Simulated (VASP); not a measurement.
Output of a VASP run:

### OSZICAR
```
       N       E                     dE             d eps       ncg     rms          rms(c)
DAV:   1     0.587384753380E+02    0.58738E+02   -0.81544E+03  1238   0.147E+03
DAV:   2    -0.301228819952E+02   -0.88861E+02   -0.83530E+02  1247   0.262E+02
DAV:   3    -0.344475471136E+02   -0.43247E+01   -0.42089E+01  1595   0.658E+01
DAV:   4    -0.345278690713E+02   -0.80322E-01   -0.80185E-01  1420   0.824E+00
DAV:   5    -0.345299575436E+02   -0.20885E-02   -0.20879E-02  1611   0.142E+00    0.167E+01
DAV:   6    -0.359254636361E+02   -0.13955E+01   -0.49034E+01  1330   0.179E+02    0.231E+01
DAV:   7    -0.305779601175E+02    0.53475E+01   -0.13212E+01  1478   0.110E+02    0.474E+00
DAV:   8    -0.305649460864E+02    0.13014E-01   -0.20973E+00  1786   0.273E+01    0.374E+00
DAV:   9    -0.304982095321E+02    0.66737E-01   -0.27484E-01  1501   0.126E+01    0.572E-01
DAV:  10    -0.305167719957E+02   -0.18562E-01   -0.25167E-02  1705   0.253E+00    0.504E-01
DAV:  11    -0.305139003096E+02    0.28717E-02   -0.41421E-02  1487   0.539E+00    0.656E-01
DAV:  12    -0.305151073641E+02   -0.12071E-02   -0.19907E-02  1462   0.375E+00    0.457E-02
DAV:  13    -0.305151895494E+02   -0.82185E-04   -0.47044E-04  1442   0.406E-01    0.229E-02
DAV:  14    -0.305151736542E+02    0.15895E-04   -0.25183E-05  1878   0.814E-02    0.106E-02
DAV:  15    -0.305151860286E+02   -0.12374E-04   -0.41547E-06  1469   0.358E-02    0.117E-02
DAV:  16    -0.305151651348E+02    0.20894E-04   -0.57633E-06  1508   0.459E-02    0.193E-03
DAV:  17    -0.305151669445E+02   -0.18097E-05   -0.15661E-07  1001   0.411E-03    0.196E-03
DAV:  18    -0.305151669355E+02    0.90388E-08   -0.92623E-09   781   0.112E-03
   1 F= -.30515167E+02 E0= -.30514289E+02  d E =-.263243E-02
```

OUTCAR:
```
------------------------ aborting loop because EDIFF is reached ----------------------------------------
  FORCE on cell =-STRESS in cart. coord.  units (eV):
  Direction    XX          YY          ZZ          XY          YZ          ZX
  --------------------------------------------------------------------------------------
  Total        1.1663551      1.1663551      1.1663551     -0.0000000      0.0000000      0.0000000
  in kB       49.2143476     49.2143476     49.2143476     -0.0000000      0.0000000      0.0000000
  external PRESSURE =      49.2143476 kB  Pullay stress =       0.0000000 kB
  volume of cell :       37.97
      direct lattice vectors                 reciprocal lattice vectors
     0.000000000  2.667717749  2.667717749    -0.187426125  0.187426125  0.187426125
     2.667717749  0.000000000  2.667717749     0.187426125 -0.187426125  0.187426125
     2.667717749  2.667717749  0.000000000     0.187426125  0.187426125 -0.187426125
 POSITION                                       TOTAL-FORCE (eV/Angst)
 -----------------------------------------------------------------------------------
      1.33386      1.33386      1.33386        -0.000000      0.000000     -0.000000
      4.00158      4.00158      4.00158         0.000000     -0.000000      0.000000
      0.00000      0.00000      0.00000         0.000000      0.000000     -0.000000
 -----------------------------------------------------------------------------------
    total drift:                               -0.000000     -0.000000      0.000000
  FREE ENERGIE OF THE ION-ELECTRON SYSTEM (eV)
  ---------------------------------------------------
  free  energy   TOTEN  =       -30.5151669355 eV

  energy  without entropy=      -30.5125345020  energy(sigma->0) =      -30.51428946
```
(Selected blocks of OUTCAR.)

**POSCAR**
```
NiSi2
1
    0.0000000000     2.6677177495     2.6677177495
    2.6677177495     0.0000000000     2.6677177495
    2.6677177495     2.6677177495     0.0000000000
Si Ni
2 1
Direct
  0.2500000000   0.2500000000   0.2500000000
  0.7500000000   0.7500000000   0.7500000000
  0.0000000000   0.0000000000   0.0000000000
```

Task: Write an INCAR and KPOINTS that could have produced this output.

Result: Several could match; the one computed here: the input of the run itself, r2SCAN meta-GGA, plane waves, VASP's PBE PAW potentials (set 64).

**INCAR**
```
SYSTEM  =  NiSi2
PREC  =  Accurate; ENCUT  =  520; LREAL  =  F
LASPH  =  T
EDIFF  =  1E-7; NELM  =  100; ALGO  =  Normal
LMAXMIX  =  4; LMIXTAU  =  T
ISMEAR  =  1; SIGMA  =  0.1
METAGGA  =  R2SCAN
ISIF  =  2
LWAVE  =  F; LCHARG  =  F
```

### KPOINTS
```
Automatic mesh
0
Gamma
10 10 10
0 0 0
```

POTCAR, in this order: Si Ni (PBE.64 set). Program: vasp_std.

The compound is NiSi2 in the fluorite structure. This cell is one point of a volume scan, at 0.97 of the reference volume. The run is not spin-polarised, so no magnetic state was tried.
